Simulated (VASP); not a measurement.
Consider the following.

```yaml
crystal:
  lattice:
    - [0.00000, 2.67500, 2.67500]
    - [2.67500, 0.00000, 2.67500]
    - [2.67500, 2.67500, 0.00000]
  atoms:
    - { symbol: K, position: [0.00000, 0.00000, 0.00000] }
    - { symbol: F, position: [0.50000, 0.50000, 0.50000] }
```

Level of theory: PBE GGA, VASP's PBE PAW potentials (set 64) (plane waves; VASP 6.6.1). Run with 520 eV cut-off, 8×8×8 Γ-centred mesh, Gaussian smearing of 0.050 eV, potentials K_pv F.

**Question.** Estimate the energy per atom (σ→0), pressure, band gap (on the k-mesh) with the smallest direct gap where there is one.

**Answer.** 
| Quantity | Result |
|---|---|
| band gap (on the k-mesh) | 6.13 eV |
| smallest direct gap (on the k-mesh) | 6.13 eV |
| energy per atom (σ→0) | -4.106 eV/atom |
| pressure | 23.0 kbar |

Total energies compare only between runs with the same potentials, cut-off and functional.

The compound is KF in the rock salt structure. The cell was not relaxed at this level. The run is one of a series of settings (POTCAR K_pv F (PBE.64 set) against the base run), some of them coarse on purpose.
